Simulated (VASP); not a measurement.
Here is the system:

```
CELL_PARAMETERS angstrom
      0.00000     2.16240     2.16240
      2.16240     0.00000     2.16240
      2.16240     2.16240     0.00000
ATOMIC_POSITIONS crystal
  Ti 0.00000 0.00000 0.00000
  N  0.50000 0.50000 0.50000
```

The numbers are results of PBE GGA, VASP's PBE PAW potentials (set 64) (plane waves; VASP), not measurements. Settings: 520 eV cut-off, 1×1×1 Γ-centred mesh, first-order Methfessel-Paxton smearing of 0.10 eV, potentials Ti_sv N.

Predict the energy per atom (σ→0), pressure.

```yaml
energy per atom (σ→0): -0.330 eV/atom
pressure: 119.26 GPa
```

Only differences to runs with the same potentials and settings are physical.

The compound is TiN in the rock salt structure. The cell was not relaxed at this level. The k-mesh is coarse (spacing up to 2.52 per Å, 2π included), so the numbers may not be converged in it. The run is one of a series of settings (KPOINTS 1×1×1 Γ-centred mesh against the base run), some of them coarse on purpose. The electron count is odd and the run is not spin-polarised, which forces a metal.
